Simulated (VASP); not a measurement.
Input:

```
CELL_PARAMETERS angstrom
     -2.82292     2.82292     5.24912
      2.82292    -2.82292     5.24912
      2.82292     2.82292    -5.24912
ATOMIC_POSITIONS crystal
  Cd 0.75000 0.25000 0.50000
  Cd 0.00000 0.00000 0.00000
  Si 0.25000 0.75000 0.50000
  Si 0.50000 0.50000 0.00000
  P  0.16844 0.12500 0.54344
  P  0.58156 0.62500 0.45656
  P  0.37500 0.83156 0.95656
  P  0.87500 0.41844 0.04344
```

All values below come from PBEsol GGA, VASP's PBE PAW potentials (set 64) (plane waves; VASP). Settings: 400 eV cut-off, Gaussian smearing of 0.050 eV, potentials Cd Si P.

Problem. Give the energies of bands 17 to 30 at the high-symmetry points, in eV from the valence-band maximum.

Solution. 
```csv
band,Γ,X,P,N,M,S,R
17,-4.38,-4.73,-5.21,-4.32,-3.70,-4.21,-4.70
18,-4.38,-4.73,-5.21,-4.31,-3.70,-4.10,-4.70
19,-3.98,-3.53,-2.90,-3.89,-3.68,-3.95,-3.52
20,-3.91,-3.53,-2.90,-3.66,-3.68,-3.20,-3.52
21,-3.09,-1.82,-1.98,-2.85,-1.92,-3.13,-2.13
22,-2.02,-1.82,-1.98,-2.68,-1.92,-2.53,-2.13
23,-2.02,-0.91,-0.94,-1.83,-1.88,-1.93,-1.00
24,-0.25,-0.91,-0.94,-1.63,-1.88,-1.85,-1.00
25,-0.25,-0.46,-0.78,-0.97,-0.80,-0.84,-0.67
26,0.00,-0.46,-0.78,-0.56,-0.80,-0.23,-0.67
27,1.25,1.85,2.49,2.44,1.82,1.70,2.07
28,1.93,1.85,2.49,2.77,1.82,2.71,2.07
29,1.98,2.97,2.62,2.88,1.90,2.94,3.29
30,3.27,2.97,2.62,3.96,1.90,3.02,3.29
```

The gap is direct, 1.25 eV, from the valence maximum at Γ to the conduction minimum at Γ.

The structure was generated: CdSiP2 was put into the chalcopyrite type (I-42d), which need not be its known phase. It was relaxed first, which changed the volume by +5 %.
